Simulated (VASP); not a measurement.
A run of VASP 6.6.1 is set up as follows.

File INCAR:

```
SYSTEM = Ta3AsAu2O13
ALGO = Normal
EDIFF = 1E-6
ENCUT = 520
GGA = PE
ISIF = 2
ISMEAR = -1
KPAR = 4
LASPH = .TRUE.
LCHARG = .FALSE.
LMAXMIX = 4
LREAL = .FALSE.
LWAVE = .FALSE.
NBANDS = 84
NELM = 100
PREC = Accurate
SIGMA = 0.05
```

File KPOINTS:

```
k-points
0
G
  4 4 4
  0 0 0
```

POSCAR

```
Ta3AsAu2O13
1.0
    5.2423700000      3.0266800000      4.1427300000
   -5.2423700000      3.0266800000      4.1427300000
    0.0000000000     -6.0533700000      4.1427300000
Ta As Au O
3 1 2 13
Direct
    0.2310800000      0.5722900000      0.2310800000
    0.2310800000      0.2310800000      0.5722900000
    0.5722900000      0.2310800000      0.2310800000
    0.5587800000      0.5587800000      0.5587800000
    0.9655900000      0.9655900000      0.9655900000
    0.7510500000      0.7510500000      0.7510500000
    0.4088400000      0.6676200000      0.4088400000
    0.4088400000      0.4088400000      0.6676200000
    0.6676200000      0.4088400000      0.4088400000
    0.4972600000      0.0131300000      0.3602400000
    0.3602400000      0.4972600000      0.0131300000
    0.0131300000      0.3602400000      0.4972600000
    0.3602400000      0.0131300000      0.4972600000
    0.0131300000      0.4972600000      0.3602400000
    0.4972600000      0.3602400000      0.0131300000
    0.1096300000      0.7480600000      0.1096300000
    0.1096300000      0.1096300000      0.7480600000
    0.7480600000      0.1096300000      0.1096300000
    0.3084000000      0.3084000000      0.3084000000
```

Contents of KPOINTS_OPT:

```
path GPZQGFP1Q1LZ
10
line-mode
reciprocal
 0.0000000000  0.0000000000  0.0000000000  G
 0.4894532459 -0.5105467541  0.4894532459  P

 0.4894532459 -0.5105467541  0.4894532459  P
 0.5000000000 -0.5000000000  0.5000000000  Z

 0.5000000000 -0.5000000000  0.5000000000  Z
 0.4789064917  0.4789064917  0.4789064917  Q

 0.4789064917  0.4789064917  0.4789064917  Q
 0.0000000000  0.0000000000  0.0000000000  G

 0.0000000000  0.0000000000  0.0000000000  G
 0.5000000000 -0.5000000000  0.0000000000  F

 0.5000000000 -0.5000000000  0.0000000000  F
 0.5105467541 -0.4894532459 -0.4894532459  P1

 0.5105467541 -0.4894532459 -0.4894532459  P1
 0.5210935083 -0.4789064917 -0.4789064917  Q1

 0.5210935083 -0.4789064917 -0.4789064917  Q1
 0.5000000000  0.0000000000  0.0000000000  L

 0.5000000000  0.0000000000  0.0000000000  L
 0.5000000000 -0.5000000000  0.5000000000  Z
```

Potentials or basis: VASP PAW PBE potentials, release 64 (Ta_pv, As, Au, O).

Command:

```sh
$ cat potpaw_PBE.64/Ta_pv/POTCAR potpaw_PBE.64/As/POTCAR potpaw_PBE.64/Au/POTCAR potpaw_PBE.64/O/POTCAR > POTCAR
$ mpirun -np 4 vasp_std > vasp.out
```

**Question.** Estimate the largest force.

**Answer.** 0.340 eV/Å.

**Question.** Predict the band gap on the k mesh.

**Answer.** 1.06 eV, indirect (least direct gap 1.09 eV).

**Question.** Estimate the pressure.

**Answer.** 0.6 GPa.

Stress tensor (GPa, compression positive):
```
0.74 0.00 0.00
0.00 0.74 0.00
0.00 0.00 0.31
```

Caveat: spin-orbit coupling is left out, which moves the levels of the heavy elements. PBE gaps usually lie below the measured ones, often by a third to a half.
